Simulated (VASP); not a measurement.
The system is MoWSe4.

```
Mo W Se
1.0
     3.27778    0.00000    0.00000
    -1.63889    2.83864    0.00000
     0.00000    0.00000   12.76464
Mo W Se
1 1 4
Direct
  0.00000 0.00000 0.50000
  0.33333 0.66667 0.00000
  0.00000 0.00000 0.13203
  0.33333 0.66667 0.36888
  0.33333 0.66667 0.63112
  0.00000 0.00000 0.86797
```

The cell comes from a database or a generator and needn't be the stable form of this composition.

```yaml
Program: VASP 6.6.1
Task: relaxation of cell and atoms
Functional: PBEsol
Potentials_or_basis: VASP PAW PBE potentials, release 64 (Mo_sv, W_sv, Se)
Cutoff: 600 eV
k_mesh: 9 × 9 × 2
Occupations: gaussian, width 0.02 eV
Spin: no spin polarisation
```

At the start: pressure -0.7 GPa; volume 19.79 Å³/atom.

Q: How do energy, volume and symmetry change on relaxing?

A: Over 10 steps the energy falls by 3.2 meV/atom and the volume is 20.37 Å³/atom (+2.9 %); space group P-6m2 (No. 187, to 0.05 Å).

The path:
```csv
step,energy change (eV),largest force (eV/Å),pressure (GPa),volume (Å³)
1,0.0000,0.2295,-0.72,118.77
2,0.0043,0.1742,2.08,117.25
3,-0.0034,0.0748,0.37,118.15
4,-0.0067,0.0668,0.32,118.52
5,-0.0139,0.0502,0.26,119.60
6,-0.0186,0.0231,0.24,121.75
7,-0.0159,0.0757,-0.99,123.37
8,-0.0192,0.0363,-0.14,122.23
9,-0.0174,0.1381,0.49,122.13
10,-0.0193,0.0018,0.00,122.21
```

Final structure:
```yaml
crystal:
  lattice:
    - [3.27264, 0.00000, 0.00000]
    - [-1.63632, 2.83419, 0.00000]
    - [0.00000, 0.00000, 13.17628]
  atoms:
    - { symbol: Mo, position: [0.00000, 0.00000, 0.50000] }
    - { symbol: W, position: [0.33333, 0.66667, 0.00000] }
    - { symbol: Se, position: [0.00000, 0.00000, 0.12730] }
    - { symbol: Se, position: [0.33333, 0.66667, 0.37359] }
    - { symbol: Se, position: [0.33333, 0.66667, 0.62641] }
    - { symbol: Se, position: [0.00000, 0.00000, 0.87270] }
```

Caveat: the PAW data sets were made with another functional, which shifts forces and pressure a little; this functional lacks dispersion, which binds the layers, so the pressure and a relaxed spacing across them are unreliable.
